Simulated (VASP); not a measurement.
An input for Ansatz (written as the equivalent of a VASP run, and not itself run):

Ansatz 0.2 input:
```yaml
crystal:
  lattice:
    - [0.0000000, 2.7137072, 2.7137072]
    - [2.7137072, 0.0000000, 2.7137072]
    - [2.7137072, 2.7137072, 0.0000000]
  atoms:
    - { symbol: Ca, position: [0.0000000, 0.0000000, 0.0000000] }
    - { symbol: F, position: [0.2500000, 0.2500000, 0.2500000] }
    - { symbol: F, position: [0.7500000, 0.7500000, 0.7500000] }
kpoints:
  mp_grid: { grid: [7, 7, 7] }
hamiltonian:
  xc: pbesol
  pseudopotentials: { kind: paw }
scf:
  occupations: { method: gaussian, width: 0.05 }
  max_iter: 100
relax:
  max_steps: 40
  f_tol: 0.02
  cell: {}
output: { forces: true, stress: true, eigenvalues: true }
```

Task: Translate this input to VASP (INCAR, KPOINTS, POSCAR, choice of POTCAR).

Result: This is not unique; one that fits is 
File KPOINTS:
```
Automatic mesh
0
Gamma
7 7 7
0 0 0
```

### INCAR
```
# general
SYSTEM=CaF2
PREC  =Accurate
ENCUT =620
LREAL =.False.
LASPH =.True.

# electronic loop
EDIFF =1E-6
NELM  =100
ALGO  =Normal

# smearing
ISMEAR=0
SIGMA =0.05

# functional
GGA   =PS

# ions
IBRION=2
NSW   =40
ISIF  =3
EDIFFG=-0.02

# output
LWAVE =.False.
LCHARG=.False.
```

### POSCAR
```
CaF2
1.0
  0.0000000000   2.7137071616   2.7137071616
  2.7137071616   0.0000000000   2.7137071616
  2.7137071616   2.7137071616   0.0000000000
Ca F
1 2
Direct
  0.0000000000   0.0000000000   0.0000000000
  0.2500000000   0.2500000000   0.2500000000
  0.7500000000   0.7500000000   0.7500000000
```

POTCAR, in this order: Ca_sv F (PBE.64 set). Program: vasp_std.

What does not carry over: each code has its own PAW files, so the cut-off isn't converted (ENCUT is set for VASP's; basis.ecutwfc is left out, and Ansatz then takes the one that its files recommend); Ansatz stops its SCF on the density residual and VASP on the energy change (EDIFF).

The compound is CaF2 in the fluorite structure. It was relaxed first.
